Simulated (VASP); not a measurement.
Input:

```
Sb
1.0
    3.90967    -2.16554    -0.02220
    3.90967     2.16554    -0.02220
    2.73041     0.00000     3.53842
Sb
2
Direct
  0.23498   0.23498   0.23498
  0.76502   0.76502   0.76502
```

All values below come from AM05 GGA, VASP's PBE PAW potentials (set 64) (plane waves; VASP 6.6.1). Settings: 520 eV cut-off, Gaussian smearing of 0.050 eV, potentials Sb.

Unless said otherwise, spin-orbit coupling is left out, though it shifts the bands of the heavy elements here.

Question: What does the run give for the band gap (along the path) with the smallest direct gap where there is one?

Answer: 
```yaml
band gap (along the path): 0.07 eV
smallest direct gap (along the path): 0.08 eV
```

Total energies compare only between runs with the same potentials, cut-off and functional.

The compound is Sb in the a7 structure. It was relaxed first.
